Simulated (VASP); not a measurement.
OSZICAR of a VASP run on ZnO (wurtzite):

File OSZICAR:
```
       N       E                     dE             d eps       ncg     rms          rms(c)
DAV:   1     0.304737806632E+03    0.30474E+03   -0.19011E+04  1320   0.238E+03
DAV:   2     0.389980648938E+02   -0.26574E+03   -0.25864E+03  1362   0.462E+02
DAV:   3     0.100048942248E+02   -0.28993E+02   -0.28760E+02  1584   0.165E+02
DAV:   4     0.935279859033E+01   -0.65210E+00   -0.65085E+00  1524   0.258E+01
DAV:   5     0.934714062185E+01   -0.56580E-02   -0.56547E-02  1584   0.224E+00    0.167E+01
DAV:   6    -0.153201091960E+02   -0.24667E+02   -0.16523E+02  1356   0.140E+02    0.151E+01
DAV:   7    -0.123709024990E+02    0.29492E+01   -0.31033E+00  1772   0.371E+01    0.109E+01
DAV:   8    -0.111277699004E+02    0.12431E+01   -0.25218E+01  1992   0.764E+01    0.735E+00
DAV:   9    -0.110230739582E+02    0.10470E+00   -0.30602E+00  1626   0.214E+01    0.537E+00
DAV:  10    -0.105648962475E+02    0.45818E+00   -0.12883E+00  1752   0.117E+01    0.149E+00
DAV:  11    -0.105199464035E+02    0.44950E-01   -0.31467E-01  1720   0.814E+00    0.254E-01
DAV:  12    -0.107329339865E+02   -0.21299E+00   -0.13269E-01  1320   0.410E+00    0.181E-01
DAV:  13    -0.107364976486E+02   -0.35637E-02   -0.56554E-03  1716   0.133E+00    0.109E-01
DAV:  14    -0.107375421459E+02   -0.10445E-02   -0.45161E-03  2022   0.147E+00    0.185E-01
DAV:  15    -0.107372527072E+02    0.28944E-03   -0.11345E-03  1706   0.361E-01    0.819E-02
DAV:  16    -0.107371023363E+02    0.15037E-03   -0.53852E-04  1680   0.213E-01    0.941E-03
DAV:  17    -0.107371520411E+02   -0.49705E-04   -0.45321E-05  1686   0.756E-02    0.623E-03
DAV:  18    -0.107371161712E+02    0.35870E-04   -0.89362E-06  1480   0.376E-02    0.483E-03
DAV:  19    -0.107371409422E+02   -0.24771E-04   -0.21726E-06  1588   0.395E-02    0.767E-04
DAV:  20    -0.107371250500E+02    0.15892E-04   -0.50551E-07  1464   0.723E-03    0.109E-03
DAV:  21    -0.107371342904E+02   -0.92404E-05   -0.12548E-07   840   0.632E-03    0.696E-04
DAV:  22    -0.107371324932E+02    0.17971E-05   -0.41249E-08   660   0.238E-03    0.527E-04
DAV:  23    -0.107371327282E+02   -0.23498E-06   -0.27952E-08   660   0.190E-03    0.139E-04
DAV:  24    -0.107371326944E+02    0.33846E-07   -0.15999E-08   660   0.125E-03
   1 F= -.10737133E+02 E0= -.10737133E+02  d E =-.107371E+02
```

**Question.** Which electronic solver shows in the log?

**Answer.** It is blocked Davidson (ALGO = Normal, or the opening steps of other solvers). The INCAR had ALGO = Normal.

**Question.** Can the final energy be trusted as converged?

**Answer.** Self-consistency was reached. It stopped with EDIFF = 1E-7, NELM = 100, NSW = 30 and EDIFFG = -0.01 after 1 ionic step (revTPSS meta-GGA, plane waves, VASP's PBE PAW potentials (set 64)).

The compound is ZnO in the wurtzite structure. This cell is one point of a volume scan, at 1.03 of the reference volume.
